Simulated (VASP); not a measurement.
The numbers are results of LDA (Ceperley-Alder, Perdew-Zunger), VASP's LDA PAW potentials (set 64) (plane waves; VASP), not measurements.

A VASP calculation is set up with these files.

**KPOINTS**
```
Automatic mesh
0
Gamma
12 12 12
0 0 0
```

**POSCAR**
```
CoAl
1.0
  2.7937808356   0.0000000000   0.0000000000
  0.0000000000   2.7937808356   0.0000000000
  0.0000000000   0.0000000000   2.7937808356
Al Co
1 1
direct
  0.5000000000   0.5000000000   0.5000000000
  0.0000000000   0.0000000000   0.0000000000
```

INCAR:
```
# general
SYSTEM   =  CoAl
PREC     =  Accurate
ENCUT    =  400   # plane-wave cut-off (eV)
LREAL    =  .FALSE.   # projection in real space or not
LASPH    =  .TRUE.   # aspherical one-centre terms

# electronic loop
EDIFF    =  1E-8   # SCF stop (eV)
NELM     =  100   # most electronic steps
ALGO     =  Normal   # blocked Davidson
LMAXMIX  =  4   # l cut-off of mixed one-centre charges

# smearing
ISMEAR   =  1
SIGMA    =  0.1

# ions
IBRION   =  1
NSW      =  30
ISIF     =  2
EDIFFG   =  -0.001

# output
LWAVE    =  .FALSE.
LCHARG   =  .FALSE.
```

POTCAR, in this order: Al Co (LDA.64 set). Program: vasp_std.

The resulting files:

**OUTCAR**
```
 ion  position               nearest neighbor table
   1  0.500  0.500  0.500-   2 2.42   2 2.42   2 2.42   2 2.42   2 2.42   2 2.42   2 2.42   2 2.42
  LATTYP: Found a simple cubic cell.
 ALAT       =     2.7937808356
 Subroutine PRICEL returns:
 Original cell was already a primitive cell.
 Subroutine GETGRP returns: Found 48 space group operations
The static configuration has the point symmetry O_h .
The dynamic configuration has the point symmetry O_h .
 Subroutine INISYM returns: Found 48 space group operations
 Subroutine IBZKPT returns following result:
 Found     84 irreducible k-points:

 Following reciprocal coordinates:
            Coordinates               Weight
  0.000000  0.000000  0.000000      1.000000
  0.083333  0.000000  0.000000      6.000000
  0.166667  0.000000  0.000000      6.000000
  0.250000  0.000000  0.000000      6.000000
  0.333333  0.000000  0.000000      6.000000
  0.416667  0.000000  0.000000      6.000000
  0.500000  0.000000  0.000000      3.000000
  0.083333  0.083333  0.000000     12.000000
  0.166667  0.083333  0.000000     24.000000
  0.250000  0.083333  0.000000     24.000000
  0.333333  0.083333  0.000000     24.000000
  0.416667  0.083333  0.000000     24.000000
  0.500000  0.083333  0.000000     12.000000
  0.166667  0.166667  0.000000     12.000000
  0.250000  0.166667  0.000000     24.000000
  0.333333  0.166667  0.000000     24.000000
  0.416667  0.166667  0.000000     24.000000
  0.500000  0.166667  0.000000     12.000000
  0.250000  0.250000  0.000000     12.000000
  0.333333  0.250000  0.000000     24.000000
  0.416667  0.250000  0.000000     24.000000
  0.500000  0.250000  0.000000     12.000000
  0.333333  0.333333  0.000000     12.000000
  0.416667  0.333333  0.000000     24.000000
  0.500000  0.333333  0.000000     12.000000
  0.416667  0.416667  0.000000     12.000000
  0.500000  0.416667  0.000000     12.000000
  0.500000  0.500000  0.000000      3.000000
  0.083333  0.083333  0.083333      8.000000
  0.166667  0.083333  0.083333     24.000000
  0.250000  0.083333  0.083333     24.000000
  0.333333  0.083333  0.083333     24.000000
  0.416667  0.083333  0.083333     24.000000
  0.500000  0.083333  0.083333     12.000000
  0.166667  0.166667  0.083333     24.000000
  0.250000  0.166667  0.083333     48.000000
  0.333333  0.166667  0.083333     48.000000
  0.416667  0.166667  0.083333     48.000000
  0.500000  0.166667  0.083333     24.000000
  0.250000  0.250000  0.083333     24.000000
   k-points           NKPTS =     84   k-points in BZ     NKDIM =     84   number of bands    NBANDS=     10
   number of dos      NEDOS =    301   number of ions     NIONS =      2
   total plane-waves  NPLWV =   5832
   dimension x,y,z NGX =    18 NGY =   18 NGZ =   18
   dimension x,y,z NGXF=    36 NGYF=   36 NGZF=   36
   ions per type =               1   1
   PREC   = accura    normal or accurate (medium, high low for compatibility)
   ISTART =      0    job   : 0-new  1-cont  2-samecut
   ICHARG =      2    charge: 1-file 2-atom 10-const
   ISPIN  =      1    spin polarized calculation?
   LNONCOLLINEAR =      F non collinear calculations
   LSORBIT =      F    spin-orbit coupling
   INIWAV =      1    electr: 0-lowe 1-rand  2-diag
   ENCUT  =  400.0 eV  29.40 Ry    5.42 a.u.   4.56  4.56  4.56*2*pi/ulx,y,z
   NELM   =    100;   NELMIN=  2; NELMDL= -5     # of ELM steps
   EDIFF  = 0.1E-07   stopping-criterion for ELM
   LREAL  =      F    real-space projection
   NLSPLINE    = F    spline interpolate recip. space projectors
   LMAXMIX     =    4 max onsite mixed and CHGCAR
   VOSKOWN=      0    Vosko Wilk Nusair interpolation
...
```

OSZICAR:
```
       N       E                     dE             d eps       ncg     rms          rms(c)
DAV:   1     0.296699233227E+02    0.29670E+02   -0.45139E+03  1728   0.104E+03
DAV:   2    -0.143086403727E+02   -0.43979E+02   -0.41378E+02  1700   0.178E+02
DAV:   3    -0.153535550048E+02   -0.10449E+01   -0.10386E+01  1994   0.359E+01
DAV:   4    -0.153715264041E+02   -0.17971E-01   -0.17965E-01  1980   0.429E+00
DAV:   5    -0.153720773375E+02   -0.55093E-03   -0.55092E-03  2014   0.747E-01    0.128E+01
DAV:   6    -0.175481904521E+02   -0.21761E+01   -0.64100E+01  1902   0.125E+02    0.161E+01
DAV:   7    -0.137473106609E+02    0.38009E+01   -0.28022E+01  1840   0.790E+01    0.196E+00
DAV:   8    -0.137270326731E+02    0.20278E-01   -0.20124E-01  1760   0.391E+00    0.118E+00
DAV:   9    -0.137108882195E+02    0.16144E-01   -0.41447E-02  2074   0.282E+00    0.294E-01
DAV:  10    -0.137104259865E+02    0.46223E-03   -0.99460E-04  2030   0.458E-01    0.143E-01
DAV:  11    -0.137104079402E+02    0.18046E-04   -0.28245E-05  2198   0.542E-02    0.196E-02
DAV:  12    -0.137104032174E+02    0.47228E-05   -0.15888E-05  2000   0.582E-02    0.601E-03
DAV:  13    -0.137104031394E+02    0.77996E-07   -0.53054E-07  2468   0.689E-03    0.166E-03
DAV:  14    -0.137104031427E+02   -0.32938E-08   -0.42784E-08  1266   0.247E-03
   1 F= -.13710403E+02 E0= -.13710341E+02  d E =-.137104E+02
```

**OUTCAR**
```
------------------------ aborting loop because EDIFF is reached ----------------------------------------
  FORCE on cell =-STRESS in cart. coord.  units (eV):
  Direction    XX          YY          ZZ          XY          YZ          ZX
  --------------------------------------------------------------------------------------
  Total        0.0042440      0.0042440      0.0042440     -0.0000000      0.0000000     -0.0000000
  in kB        0.3118258      0.3118258      0.3118258     -0.0000000      0.0000000     -0.0000000
  external PRESSURE =       0.3118258 kB  Pullay stress =       0.0000000 kB
  volume of cell :       21.81
      direct lattice vectors                 reciprocal lattice vectors
     2.793780836  0.000000000  0.000000000     0.357937884  0.000000000  0.000000000
     0.000000000  2.793780836  0.000000000     0.000000000  0.357937884  0.000000000
     0.000000000  0.000000000  2.793780836     0.000000000  0.000000000  0.357937884
 POSITION                                       TOTAL-FORCE (eV/Angst)
 -----------------------------------------------------------------------------------
      1.39689      1.39689      1.39689         0.000000      0.000000      0.000000
      0.00000      0.00000      0.00000         0.000000      0.000000      0.000000
 -----------------------------------------------------------------------------------
    total drift:                               -0.000000      0.000000     -0.000000
  FREE ENERGIE OF THE ION-ELECTRON SYSTEM (eV)
  ---------------------------------------------------
  free  energy   TOTEN  =       -13.7104031427 eV

  energy  without entropy=      -13.7102176924  energy(sigma->0) =      -13.71034133

 reached required accuracy - stopping structural energy minimisation
```
(Selected blocks of OUTCAR.)

OUTCAR:
```
 val. band max:       11.1250419680   @ k =   0.5000   0.3333   0.0000

 cond. band min:      11.1689310145   @ k =   0.5000   0.3333   0.0833


 Fermi energy:        11.1441795820

 k-point     1 :       0.0000    0.0000    0.0000
  band No.  band energies     occupation
      1      -0.2978      2.00000
      2       7.8565      2.00000
      3       7.8565      2.00000
      4      10.2427      2.00000
      5      10.2427      2.00000
      6      10.2427      2.00000
      7      17.3690      0.00000
      8      17.3690      0.00000
      9      17.3690      0.00000
     10      20.1930      0.00000

 k-point     2 :       0.0833    0.0000    0.0000
  band No.  band energies     occupation
      1      -0.1605      2.00000
      2       7.8473      2.00000
      3       7.8955      2.00000
      4      10.1655      2.00000
      5      10.1655      2.00000
      6      10.2509      2.00000
      7      16.1709      0.00000
      8      17.5604      0.00000
      9      17.5604      0.00000
     10      20.1662      0.00000

 k-point     3 :       0.1667    0.0000    0.0000
  band No.  band energies     occupation
      1       0.2477      2.00000
      2       7.7684      2.00000
      3       8.0046      2.00000
      4       9.9680      2.00000
      5       9.9680      2.00000
      6      10.2733      2.00000
      7      14.3327      0.00000
      8      18.1034      0.00000
      9      18.1034      0.00000
     10      20.0887      0.00000

 k-point     4 :       0.2500    0.0000    0.0000
  band No.  band energies     occupation
      1       0.9157      2.00000
      2       7.4543      2.00000
      3       8.1595      2.00000
      4       9.7220      2.00000
      5       9.7220      2.00000
      6      10.3045      2.00000
      7      12.7792     -0.00000
      8      18.9293      0.00000
      9      18.9293      0.00000
     10      19.9701      0.00000

 k-point     5 :       0.3333    0.0000    0.0000
...
```

The compound is CoAl in the CsCl type structure. It was relaxed first, which changed the volume by -7 %. The start is the result of an earlier pass. The run is not spin-polarised, so no magnetic state was tried.
